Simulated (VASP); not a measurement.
Method: revPBE GGA, VASP's PBE PAW potentials (set 64) (plane waves; VASP).

Input for VASP

INCAR:
```
SYSTEM = ZrO2
PREC = Accurate
ENCUT = 520
EDIFF = 1E-7
NELM = 100
ALGO = Normal
LREAL = .FALSE.
LASPH = .TRUE.
ISMEAR = 0
SIGMA = 0.05
GGA = RE
LMAXMIX = 4
LWAVE = .FALSE.
LCHARG = .FALSE.
ISIF = 2
```

### KPOINTS
```
Automatic mesh
0
Gamma
7 7 7
0 0 0
```

### POSCAR
```
ZrO2
1
    0.0000000000     2.5969262353     2.5969262353
    2.5969262353     0.0000000000     2.5969262353
    2.5969262353     2.5969262353     0.0000000000
Zr O
1 2
Direct
  0.0000000000   0.0000000000   0.0000000000
  0.2500000000   0.2500000000   0.2500000000
  0.7500000000   0.7500000000   0.7500000000
```

POTCAR, in this order: Zr_sv O (PBE.64 set). Program: vasp_std.

Problem. Estimate the energy per atom (σ→0), pressure.

Solution. 
```yaml
energy per atom (σ→0): -9131 meV/atom
pressure: -6.36 GPa
```

File OSZICAR:
```
...
DAV:  10    -0.273940112097E+02   -0.24243E-02   -0.50189E-03   816   0.737E-01    0.109E-01
DAV:  11    -0.273941588439E+02   -0.14763E-03   -0.14276E-03   904   0.315E-01    0.134E-01
DAV:  12    -0.273941091065E+02    0.49737E-04   -0.41262E-04   712   0.157E-01    0.590E-03
DAV:  13    -0.273941116911E+02   -0.25846E-05   -0.10370E-05   808   0.267E-02    0.340E-03
DAV:  14    -0.273941130178E+02   -0.13267E-05   -0.45160E-06   760   0.151E-02    0.519E-03
DAV:  15    -0.273941127869E+02    0.23086E-06   -0.36090E-07   752   0.560E-03    0.760E-04
DAV:  16    -0.273941127591E+02    0.27855E-07   -0.24563E-08   560   0.145E-03
   1 F= -.27394113E+02 E0= -.27394113E+02  d E =-.186742E-18
```

The compound is ZrO2 in the fluorite structure, the high-temperature cubic form, which is unstable at 0 K; the monoclinic form is the stable one. This cell is one point of a volume scan, at 1.03 of the reference volume.
